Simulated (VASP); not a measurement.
All values below come from AM05 GGA, VASP's PBE PAW potentials (set 64) (plane waves; VASP).

VASP input:

### INCAR
```
! general
SYSTEM =Os
PREC   =Accurate
ENCUT  =520
LREAL  =.FALSE.
LASPH  =.TRUE.

! electronic loop
EDIFF  =1E-7
NELM   =100
ALGO   =Normal
LMAXMIX=6

! smearing
ISMEAR =1
SIGMA  =0.1

! functional
GGA    =AM

! ions
IBRION =2
NSW    =30
ISIF   =4
EDIFFG =-0.01

! output
LWAVE  =.FALSE.
LCHARG =.FALSE.
```

**POSCAR**
```
Os
1
    1.3751940861    -2.3819056742     0.0000000000
    1.3751940861     2.3819056742     0.0000000000
    0.0000000000     0.0000000000     4.3386479839
Os
2
Direct
  0.3333330000   0.6666670000   0.2500000000
  0.6666670000   0.3333330000   0.7500000000
```

**KPOINTS**
```
kpoints
0
G
15 15 9
0 0 0
```

POTCAR, in this order: Os (PBE.64 set). Program: vasp_std.

Question: What will the output report for the number of irreducible k-points (NKPTS), largest plane-wave count, number of space-group operations, FFT grid (NGX, NGY, NGZ)?

Answer: 
| Quantity | Result |
|---|---|
| number of irreducible k-points (NKPTS) | 135 |
| largest plane-wave count | 780 |
| number of space-group operations | 24 |
| FFT grid (NGX, NGY, NGZ) | 20 × 20 × 32 |

The compound is Os in the hcp structure. This cell is one point of a volume scan, at 1.03 of the reference volume. Symmetry was kept, so distortions that lower it aren't found.
